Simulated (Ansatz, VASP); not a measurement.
**HfC in two plane-wave programs**

Aim: how closely do two programs agree when they are given the same cell, functional and k mesh? Of the first pair: The structure shown is the end of the Ansatz relaxation below.

Method: plane waves, with VASP 6.6.1 beside it; single point at PBEsol and zone-centre phonons at PBEsol, in Ansatz 0.2.0.

## (1) The starting structure

It takes space group Immm (No. 71, orthorhombic). The conventional cell has a = 3.160 Å, b = 3.287 Å, c = 4.626 Å, α = 90.00°, β = 90.00°, γ = 90.00°. C has 6 Hf at 2.28 to 2.31 Å nearest. Nearest to Hf lie 6 C at 2.28 to 2.31 Å. Farther neighbours are not listed.

Coordinates:

```cif
data_structure
_symmetry_space_group_name_H-M 'Immm'
_symmetry_Int_Tables_number 71
_cell_length_a 3.1600
_cell_length_b 3.2866
_cell_length_c 4.6257
_cell_angle_alpha 90.000
_cell_angle_beta 90.000
_cell_angle_gamma 90.000
_cell_volume 48.04
loop_
_atom_site_label
_atom_site_type_symbol
_atom_site_symmetry_multiplicity
_atom_site_Wyckoff_symbol
_atom_site_fract_x
_atom_site_fract_y
_atom_site_fract_z
_atom_site_occupancy
C1 C 2 a 0.00000 0.00000 0.00000 1
Hf1 Hf 2 c 0.00000 0.00000 0.50000 1
```

## (2) Ansatz: relaxation, PBEsol

Ansatz runs on its PAW soft_1 files.

This run makes the geometry at which the two programs are then compared.

The input, input.yaml:

```yaml
crystal:
  lattice:
    - [-0.0411930067, 2.2756656751, 2.3098974552]
    - [2.2756656751, -0.0411930067, 2.3098974552]
    - [2.2344726684, 2.2344726684, 0.0]
  atoms:
    - { symbol: C, position: [0.0, 0.0, 0.0] }
    - { symbol: Hf, position: [0.5, 0.5, 0.5] }
  conventional_axes: [[0, 0, 1], [1, -1, 0], [1, 1, -1]]
kpoints:
  mp_grid: { grid: [16, 16, 16] }
hamiltonian:
  xc: pbesol
  pseudopotentials: { kind: paw, azcp: { folder: soft_1 }, xc_functional: pbe }
scf:
  occupations: { method: methfessel_paxton, width: 0.2 }
output:
  forces: true
  stress: true
  eigenvalues: true
relax:
  adjacent_minimum: "off"
  f_tol: 0.001
  max_steps: 60
  cell: { stress_tol: 0.01, fix: [a, angles] }
```

The run is started by

```console
$ ansatz run input.yaml --threads 4 --pin off --max-ram 10240MiB --backend cpu --events-out ev --progress --plain --runs-dir out
```

Numbers of over 12 decimals in the logs are rounded to 6 here.

The program printed:

```text
Engine: ansatz 0.2.0, aarch64-unknown-linux-gnu
Pseudopotentials: kind: paw
Pseudopotential: C, paw, valence charge 4, recommended cutoff 420 eV (normal), soft_1/C.paw.azcp
Pseudopotential: Hf, paw, valence charge 26, recommended cutoff 420 eV (normal), soft_1/Hf.paw.azcp
Functional definition: PBEsol
  exchange = pbesol_x
  correlation = pbesol_c
Crystal: 2 atoms, lattice volume = 23.916 Å³
Basis set: ecut = 420 eV, 495 PW (Γ), exchange–correlation on 48×48×48 points (8 copies of the dense FFT grid, shifted against one another)
Bands: 19, of which v1, the nominal top of the filled ones, is band 15 counted from 1 (14 counted from 0)
Symmetry: 8 space group operations
Space group: Immm (ITA 71), of the structure as read, at distance tolerance 2.9e-5 Å
k-points: 621 of 4096
Non-local potential: C, projectors of the file, l = 0: 2, l = 1: 2, l = 2: 1
Non-local potential: Hf, projectors of the file, l = 0: 3, l = 1: 2, l = 2: 2, l = 3: 3
PAW form: soft (Blöchl's): semilocal exchange-correlation on the pseudo side does not see the compensation charge
PAW frozen core: C, regenerated for the run's functional, and the local potential with it (the file was generated under x = pbe(κ = 0.804, μ = 0.219515), c = pbe(β = 0.066725))
PAW frozen core: Hf, regenerated for the run's functional, and the local potential with it (the file was generated under x = pbe(κ = 0.804, μ = 0.219515), c = pbe(β = 0.066725))
PAW one-centre angular grid: C, 110 points (default); XC on 64 Gauss nodes
PAW one-centre angular grid: Hf, 590 points (default); XC on 64 Gauss nodes
Initial density: superposition of atomic densities (chi_scale 0.1, normalization cell, long waves kept (reshape's long-wave potential 0.00 eV rms))
Initial wavefunctions: pseudopotential atomic-orbital guess
Functional: x = pbesol(κ = 0.804, μ = 0.123457), c = pbesol(β = 0.046)
SCF iter   1: F=—  HF=-15848.037790 eV  |F-HF|=—  |Δ(HF+E_count)|=         —  Δρ=8.87e-2  dr2=2.51e0  ethr=3.10e-3  ⟨swp⟩=4.9  Hψ=51847  notcnv=0
preconditioner: auto → Kerker (q_TF=auto, 2.833 Å⁻¹)  [metal: Δε(μ)=0.012 eV  Ē_g=17.702 eV  σ=0.200 eV  W_gap=0.05  n_scr=14 (ndim 8)  ℏωp=40.2 eV  f_vac=0.000  D(μ)=0.19/eV (n_scr^D=0)]
SCF iter   2: F=—  HF=-15847.514402 eV  |F-HF|=—  |Δ(HF+E_count)|=   5.23e-1  S|Δr|=    0.00e0  Δρ=3.40e-2  dr2=2.77e-1  ethr=3.10e-3  ⟨swp⟩=2.4  Hψ=21370  notcnv=0
SCF iter   3: F=—  HF=-15847.456731 eV  |F-HF|=—  |Δ(HF+E_count)|=   5.77e-2  S|Δr|=    0.00e0  Δρ=1.40e-2  dr2=2.86e-2  ethr=9.22e-4  ⟨swp⟩=2.0  Hψ=21410  notcnv=0
SCF iter   4: F=—  HF=-15847.450183 eV  |F-HF|=—  |Δ(HF+E_count)|=   6.55e-3  S|Δr|=    0.00e0  Δρ=8.09e-3  dr2=7.32e-3  ethr=9.52e-5  ⟨swp⟩=2.1  Hψ=21113  notcnv=0
SCF iter   5: F=—  HF=-15847.450247 eV  |F-HF|=—  |Δ(HF+E_count)|=   6.34e-5  S|Δr|=    0.00e0  Δρ=1.43e-3  dr2=2.67e-4  ethr=2.44e-5  ⟨swp⟩=2.0  Hψ=18363  notcnv=0
SCF iter   6: F=—  HF=-15847.450183 eV  |F-HF|=—  |Δ(HF+E_count)|=   6.40e-5  S|Δr|=    0.00e0  Δρ=2.59e-4  dr2=1.63e-5  ethr=8.89e-7  ⟨swp⟩=2.4  Hψ=20038  notcnv=0
SCF iter   7: F=—  HF=-15847.450184 eV  |F-HF|=—  |Δ(HF+E_count)|=   1.12e-6  S|Δr|=    0.00e0  Δρ=7.37e-5  dr2=9.64e-7  ethr=5.44e-8  ⟨swp⟩=2.4  Hψ=21884  notcnv=0
SCF iter   8: F=-15847.450184 eV  HF=-15847.450184 eV  |F-HF|=2.64e-9  |Δ(HF+E_count)|=   2.52e-7  S|Δr|=    0.00e0  Δρ=1.38e-5  dr2=2.70e-8  ethr=3.33e-10  ⟨swp⟩=8.6  Hψ=74274  notcnv=0
SCF 1 converged in 8 iterations: F = -15847.450184 eV  dr2 = 2.70e-8
  greatest PAW one-centre occupation: 0.998 electrons in one spin orbital (limit 2), on the Hf atom at site 1 (counted from 0), in its partial waves of l = 0
relax step   1: F+E_penalty+E_count = -15847.45018430 eV  Δ(F+E_penalty+E_count) = +0.000e0 eV  max|allowed force component| = 6.311e-30 eV/Å  Δτ_max = 0.0000 Å  P = +5.797 GPa  Ω = 23.916 Å³  fix = [a, alpha, beta, gamma]  reactions: a +14.602 GPa  (8 SCF iters, dr2 threshold 1.00e-7 eV, accepted)
[...]
relax step   4: F+E_penalty+E_count = -15847.45054846 eV  Δ(F+E_penalty+E_count) = -7.665e-7 eV  max|allowed force component| = 3.057e-30 eV/Å  Δτ_max = 0.0000 Å  P = +4.626 GPa  Ω = 24.020 Å³  energy of the carried Pulay correction = -1.356e-4 eV  fix = [a, alpha, beta, gamma]  reactions: a +13.875 GPa  (4 SCF iters, dr2 threshold 3.50e-10 eV, accepted)
[...]
relax step   5: F+E_penalty+E_count = -15847.45068526 eV  Δ(F+E_penalty+E_count) = -1.368e-4 eV  max|allowed force component| = 6.212e-30 eV/Å  Δτ_max = 0.0000 Å  P = +4.632 GPa  Ω = 24.020 Å³  fix = [a, alpha, beta, gamma]  reactions: a +13.878 GPa  stress off target by 1.04e-2 GPa on what of the cell is left free  SCF on the basis re-selected at this cell (its energy is not comparable with the rows above)  (7 SCF iters)
[...]
relax step   6: F+E_penalty+E_count = -15847.45068442 eV  Δ(F+E_penalty+E_count) = +8.400e-7 eV  max|allowed force component| = 5.206e-29 eV/Å  Δτ_max = 0.0000 Å  P = +4.625 GPa  Ω = 24.021 Å³  energy of the carried Pulay correction = -8.598e-7 eV  fix = [a, alpha, beta, gamma]  reactions: a +13.874 GPa  (3 SCF iters, dr2 threshold 2.69e-10 eV, accepted)
[...]
relax step   7: F+E_penalty+E_count = -15847.45068569 eV  Δ(F+E_penalty+E_count) = -1.268e-6 eV  max|allowed force component| = 5.206e-29 eV/Å  Δτ_max = 0.0000 Å  P = +4.625 GPa  Ω = 24.021 Å³  fix = [a, alpha, beta, gamma]  reactions: a +13.874 GPa  stress off target by 2.97e-4 GPa on what of the cell is left free  SCF on the basis re-selected at this cell (its energy is not comparable with the rows above)  (5 SCF iters)
basis re-selected at this cell: Δ(F+E_penalty+E_count) = -1.268e-6 eV, ΔP = -0.000 GPa vs the last step (what re-selecting the basis moved, of the pressure what is left beyond the Pulay correction that the steps carried, after the strain that the cell walked since its last selection, with what the two solves' SCF thresholds leave and, on support functions, any second-order correction that the steps lacked; it is no m [...]
SCF converged after 5 iterations
Stability not checked: this state was not tested for a lower state beside it, because cold or Methfessel-Paxton smearing, or corrected tetrahedra, fill the levels in a way that the test cannot read (fill_not_monotonic; see scf.lower_state_search)
Free energy (F): -15847.450686 eV
Harris-Foulkes:  -15847.450686 eV  (|F-HF|=7.28e-12)
Internal energy: -15847.450512 eV  (E = F + TS)
E sigma→0 (E₀):  -15847.450642 eV
Entropy (-TS):   -0.000174 eV (-0.087 meV/atom)
Fermi energy:    19.371326 eV
--- Per-component energies (eV) ---
  E_band       = 92.943626
  E_kinetic    = 496.395858
  E_local      = -6106.150139  (includes V_loc(G=0)·N_el)
  E_nonlocal   = 91.474443
  E_hartree    = 2999.579224
  E_xc         = -312.935234
  E_vxc        = -314.652306  (∫ρ·V_xc dr)
  E_paw        = -7673.991790  (= ΣΔE_a)
  E_vpaw       = -73.282787  (= ΣTr[D̂ρ^β])
  E_aug_tail   = 0.000109  (compensation charges beyond the density's cutoff)
  E_ewald      = -5343.095140
  E_core_change = 1.272157  (= ΣΔE_core)
  E_smearing   = -0.000174  (= −TS)
  E_closure    = -0.000000  (closes the sum)
  Σ components = -15847.450686   (vs F -15847.450686, Δ=0.00e0)
--- Forces (eV/Å), atoms counted from 1 ---
  atom   1  C     -0.00000000    -0.00000000    -0.00000000
  atom   2  Hf     0.00000000     0.00000000     0.00000000
  max |Σ_I F_I| component: 9.78e-29 eV/Å
--- Stress (GPa, compression-positive) ---
        6.937018       6.936721      -0.000000
        6.936721       6.937018      -0.000000
       -0.000000      -0.000000       0.000145
  P = ⅓ Tr σ = 4.6247 GPa (46.247 kbar)
--- Band table (eV; the first three rows and the last of 621) ---
  k-point 0: bands = [... 11 lower, 8.6069, 20.3765, 20.4053, 20.4415, 20.5281, 20.6394, 21.0455, 22.7167]
  k-point 1: bands = [... 11 lower, 8.6060, 19.7593, 19.7723, 19.9186, 20.7142, 20.8909, 21.4326, 23.2737]
  k-point 2: bands = [... 11 lower, 8.6063, 18.6883, 18.9049, 19.0630, 21.0579, 21.2522, 21.7957, 24.4138]
  k-point 620: bands = [... 11 lower, 8.7326, 16.6778, 17.3594, 19.2285, 19.6261, 24.8902, 26.3971, 26.4102]
--- Relaxed structure (5 steps of the walk, 5 accepted, 2 SCFs on fresh bases) ---
  F+E_penalty+E_count = -15847.45068569 eV   max|allowed force component| = 5.206e-29 eV/Å   (the final SCF, on the basis selected at the relaxed cell)
  cell:  # Å, volume = 24.0210 Å³
    - [-0.044762, 2.279234, 2.312869]
    - [2.279234, -0.044762, 2.312869]
    - [2.2344726684, 2.2344726684, 0.0]
  atoms:
    - { symbol: C, position: [0, 0, 0] }
    - { symbol: Hf, position: [0.500000, 0.500000, 0.500000] }
```

The column dr2 measures how far the density is from self-consistency, as an energy; F and HF (Harris–Foulkes) agree once it is small.

## (3) VASP: single point, PBEsol, pair 1

The same cell, functional, mesh and smearing now go to VASP, with its own data sets.

Lines of VASP's logs that name or quote its potential files are left out, and so is its time.

The input, INCAR:

```
SYSTEM = HfC
PREC = Accurate
ENCUT = 600
EDIFF = 1E-06
NELM = 120
ISMEAR = 1
SIGMA = 0.2
LREAL = .FALSE.
ALGO = Normal
GGA = PS
NBANDS = 13
LASPH = .TRUE.
LORBIT = 11
LWAVE = .FALSE.
LCHARG = .FALSE.
ISIF = 2
GGA_COMPAT = .FALSE.
KPAR = 2
```

The input, POSCAR:

```
HfC
1.0
   -0.0447617468      2.2792344152      2.3128690602
    2.2792344152     -0.0447617468      2.3128690602
    2.2344726684      2.2344726684      0.0000000000
C Hf
1 1
Direct
    0.0000000000      0.0000000000      0.0000000000
    0.5000000000      0.5000000000      0.5000000000
```

The input, KPOINTS:

```
Automatic mesh
0
Gamma
16 16 16
0 0 0
```

Potentials, in the order of the species: C and Hf_pv (PBE family, release 64).

The run is started by

```console
$ mpirun -np 2 vasp_std
```

The program printed:

```text
[banner, memory and clock lines left out]
running    2 mpi-ranks, on    1 nodes
 distrk:  each k-point on    1 cores,    2 groups
 distr:  one band on    1 cores,    1 groups

 POSCAR found type information on POSCAR C Hf
 POSCAR found :  2 types and       2 ions
|                                                                             |
|               ----> ADVICE to this user running VASP <----                  |
|                                                                             |
|     You enforced a specific xc type in the INCAR file but a different       |
|     [... a line on the potential file left out ...]
|     I HOPE YOU KNOW WHAT YOU ARE DOING!                                     |
|                                                                             |

 LDA part: xc-table for (Slater+PW92), standard interpolation
 POSCAR, INCAR and KPOINTS ok, starting setup
 FFT: planning ... GRIDC
 FFT: planning ... GRID_SOFT
 FFT: planning ... GRID
 WAVECAR not read
 entering main loop
       N       E                     dE             d eps       ncg     rms          rms(c)
DAV:   1     0.247615952778E+02    0.24762E+02   -0.85730E+03 16170   0.119E+03
DAV:   2    -0.233163048327E+02   -0.48078E+02   -0.45167E+02 20365   0.222E+02
DAV:   3    -0.250182814742E+02   -0.17020E+01   -0.16930E+01 20265   0.298E+01
DAV:   4    -0.250275124019E+02   -0.92309E-02   -0.92299E-02 18056   0.259E+00
DAV:   5    -0.250275718270E+02   -0.59425E-04   -0.59424E-04 20198   0.192E-01    0.628E+01
DAV:   6    -0.222298163704E+02    0.27978E+01   -0.11946E+01 18661   0.186E+01    0.441E+01
DAV:   7    -0.221808744264E+02    0.48942E-01   -0.52867E-01 18539   0.524E+00    0.237E+01
DAV:   8    -0.221700442390E+02    0.10830E-01   -0.47152E-02 19806   0.177E+00    0.457E+00
DAV:   9    -0.221658415819E+02    0.42027E-02   -0.20164E-02 19241   0.780E-01    0.185E+00
DAV:  10    -0.221654347063E+02    0.40688E-03   -0.16154E-03 19469   0.297E-01    0.747E-02
DAV:  11    -0.221654315799E+02    0.31265E-05   -0.75069E-05 19076   0.808E-02    0.183E-02
DAV:  12    -0.221654310181E+02    0.56177E-06   -0.27925E-06 19722   0.139E-02
   1 F= -.22165431E+02 E0= -.22165384E+02  d E =-.142067E-03
```

From OUTCAR (step 3):

```text
ion  position               nearest neighbor table
   1  0.000  0.000  0.000-   2 2.28   2 2.28   2 2.28   2 2.28   2 2.31   2 2.31
   2  0.500  0.500  0.500-   1 2.28   1 2.28   1 2.28   1 2.28   1 2.31   1 2.31

  LATTYP: Found a body centered orthorhombic cell.
 ALAT       =     3.1600215524
 B/A-ratio  =     1.0400647074
 C/A-ratio  =     1.4638311935

 Subroutine GETGRP returns: Found  8 space group operations
 (whereof  8 operations were pure point group operations)

The static configuration has the point symmetry D_2h.

 Found    621 irreducible k-points:

   k-points           NKPTS =    621   k-points in BZ     NKDIM =    621   number of bands    NBANDS=     13

   dimension x,y,z NGX =    28 NGY =   28 NGZ =   28
   dimension x,y,z NGXF=    56 NGYF=   56 NGZF=   56

   ENCUT  =  600.0 eV  44.10 Ry    6.64 a.u.   6.49  6.49  6.31*2*pi/ulx,y,z

   NELECT =      14.0000    total number of electrons

 k-points in reciprocal lattice and weights: Automatic mesh
   0.00000000  0.00000000  0.00000000       0.000
   0.06250000 -0.00000000  0.00000000       0.001
   0.12500000 -0.00000000  0.00000000       0.001
   0.18750000  0.00000000  0.00000000       0.001
   0.25000000 -0.00000000  0.00000000       0.001
   0.31250000 -0.00000000  0.00000000       0.001
   0.37500000  0.00000000  0.00000000       0.001
   0.43750000  0.00000000  0.00000000       0.001
   0.50000000 -0.00000000  0.00000000       0.000
[...]
0.25000000  0.25000000  0.50000000       0.000
  -0.25000000  0.25000000  0.50000000       0.000

 average (electrostatic) potential at core
       1 -47.4924       2 -34.6715

 E-fermi :   6.1525

 k-point     1 :       0.0000    0.0000    0.0000
  band No.  band energies     occupation
      1     -23.1379      2.00000
      2     -23.1337      2.00000
      3     -23.0928      2.00000
      4      -6.3601      2.00000
      5       7.1143     -0.00000
      6       7.1485     -0.00000
      7       7.2752     -0.00000
      8       7.3623     -0.00000
      9       7.3846     -0.00000
    ...

 k-point     2 :       0.0625   -0.0000    0.0000
  band No.  band energies     occupation
      1     -23.1687      2.00000
      2     -23.1377      2.00000
      3     -23.0956      2.00000
      4      -6.2552      2.00000
      5       6.2540      0.25153
      6       6.5360     -0.02069
      7       6.8723     -0.00000
      8       7.6370     -0.00000
      9       7.9647     -0.00000
    ...

 k-point     3 :       0.1250   -0.0000    0.0000
  band No.  band energies     occupation
    ...
      3     -23.1037      2.00000
      4      -5.9495      2.00000
      5       5.1698      2.00000
      6       5.7051      2.00692
      7       6.0501      1.75318
      8       7.9986     -0.00000
      9       8.4215     -0.00000
     10       8.4803     -0.00000
     11      11.1575      0.00000
     12      11.4123      0.00000
    ...

  Total        0.9963001      0.9963001     -0.0613282      1.0388924      0.0000000      0.0000000
  in kB       66.4521820     66.4521820     -4.0905242     69.2930487      0.0000000      0.0000000
  external PRESSURE =      42.9379466 kB  Pullay stress =       0.0000000 kB

  energy-cutoff  :      600.00
  volume of cell :       24.02
      direct lattice vectors                 reciprocal lattice vectors
    -0.044761747  2.279234415  2.312869060    -0.215146655  0.215146655  0.216181715
     2.279234415 -0.044761747  2.312869060     0.215146655 -0.215146655  0.216181715
     2.234472668  2.234472668  0.000000000     0.223766443  0.223766443 -0.216181715

 POSITION                                       TOTAL-FORCE (eV/Angst)
 -----------------------------------------------------------------------------------
      0.00000      0.00000      0.00000         0.000000     -0.000000      0.000000
      2.23447      2.23447      2.31287         0.000000      0.000000      0.000000
 -----------------------------------------------------------------------------------
    total drift:                                0.000000      0.000000      0.000000

  FREE ENERGIE OF THE ION-ELECTRON SYSTEM (eV)
  ---------------------------------------------------
  free  energy   TOTEN  =       -22.1654310181 eV

  energy  without entropy=      -22.1652889506  energy(sigma->0) =      -22.16538366

 total charge
# of ion       s       p       d       tot
------------------------------------------
    1        0.873   1.525   0.000   2.398
    2        0.324   6.680   1.758   8.762
--------------------------------------------------
tot          1.197   8.205   1.758  11.160

[... 3 further parts left out ...]
```

Harder data sets than Hf_pv exist (the GW ones), and pressures, volumes and forces can shift noticeably with them. The PAW data sets were made with PBE, which is usual practice but a small mismatch for other functionals.

## (4) Comparison

Known differences besides the potentials themselves: the data sets hold 30 valence electrons in Ansatz (on its PAW soft_1 files) and 14 in VASP; the cutoff is 420 eV in Ansatz and 600 eV in VASP; Ansatz makes its cores anew for this functional, VASP keeps those of its PBE data sets; Ansatz's pressure holds a Pulay correction, VASP's none. Total energies have different zeros and are not compared.

Compared:

| quantity | Ansatz | VASP | difference |
| --- | --- | --- | --- |
| pressure (GPa) | 4.62 | 4.29 | +0.33 |

## (5) Ansatz: relaxation, PBEsol

This run makes the geometry at which the two programs are then compared. The cell compared in this pair holds 24.16 Å³, against 24.02 Å³ for the pair before.

The structure compared here is the end of the Ansatz relaxation.

Changes to input.yaml since step 2:

```diff
@@ -2,5 +2,5 @@
   lattice:
-    - [-0.0411930067, 2.2756656751, 2.3098974552]
-    - [2.2756656751, -0.0411930067, 2.3098974552]
-    - [2.2344726684, 2.2344726684, 0.0]
+    - [-0.0262539308, 2.2837623999, 2.3067952379]
+    - [2.2837623999, -0.0262539308, 2.3067952379]
+    - [2.2575084691, 2.2575084691, 0.0]
   atoms:
```

The run is started by

```console
$ ansatz run input.yaml --threads 4 --pin off --max-ram 10240MiB --backend cpu --events-out ev --progress --plain --runs-dir out
```

The program printed:

```text
[...]
Crystal: 2 atoms, lattice volume = 24.059 Å³
Basis set: ecut = 420 eV, 495 PW (Γ), exchange–correlation on 48×48×48 points (8 copies of the dense FFT grid, shifted against one another)
Bands: 19, of which v1, the nominal top of the filled ones, is band 15 counted from 1 (14 counted from 0)
Symmetry: 8 space group operations
[...]
k-points: 621 of 4096
[...]
k-point 620: bands = [... 11 lower, 8.6442, 16.5841, 17.2543, 19.1399, 19.4024, 24.7258, 26.2262, 26.2386]
--- Relaxed structure (5 steps of the walk, 5 accepted, 2 SCFs on fresh bases) ---
[...]
cell:  # Å, volume = 24.1630 Å³
    - [-0.029675, 2.287184, 2.309897]
    - [2.287184, -0.029675, 2.309897]
    - [2.2575084691, 2.2575084691, 2.9222928265347597e-19]
  atoms:
    - { symbol: C, position: [0, 0, 0] }
    - { symbol: Hf, position: [0.5, 0.5, 0.5] }
[key lines of the parts left out:]
SCF converged after 5 iterations
Free energy (F): -15847.468345 eV
Fermi energy:    19.238163 eV
P = ⅓ Tr σ = 3.0171 GPa (30.171 kbar)
```

(Part 1 of 2 ends here.)

[Lines on the potential files, build, host, timing and source positions are cut from VASP's logs without a mark.]

[Logs are printed without paths, hosts, clocks, repeated set-up lines and the standing remarks that a program may print on its own settings, such as how far it seeks lower states.]

[Hosts, paths, dates, database ids (printed as entryN), source tags and the programs' standing remarks are cut or masked in the printed files.]
